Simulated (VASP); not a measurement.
Input:

```xyz
4
Lattice="-2.4282 2.4282 4.8629 2.4282 -2.4282 4.8629 2.4282 2.4282 -4.8629" Properties=species:S:1:pos:R:3 pbc="T T T"
Na     0.0000     2.4282     2.4314
Na     2.4282     0.0000     2.4314
Na     0.0000     0.0000     4.8629
Tl     0.0000     0.0000     0.0000
```

Method: PBEsol GGA with spin-orbit coupling, VASP's PBE PAW potentials (set 64) (plane waves; VASP). Settings: 400 eV cut-off, 8×8×8 Γ-centred mesh, Gaussian smearing of 0.050 eV, potentials Na_pv Tl_d.

What does the run give for the energy per atom (σ→0), band gap (over mesh and band path) with the smallest direct gap where there is one?

```json
{
  "band gap (over mesh and band path)": "none (metal, semimetal or under 0.01 eV)",
  "energy per atom (σ→0)": "-1.874 eV/atom"
}
```

Only differences to runs with the same potentials and settings are physical.

The structure comes from a computed database's Na3Tl entry (I4/mmm); how it stands against other phases isn't given here. It was relaxed first.
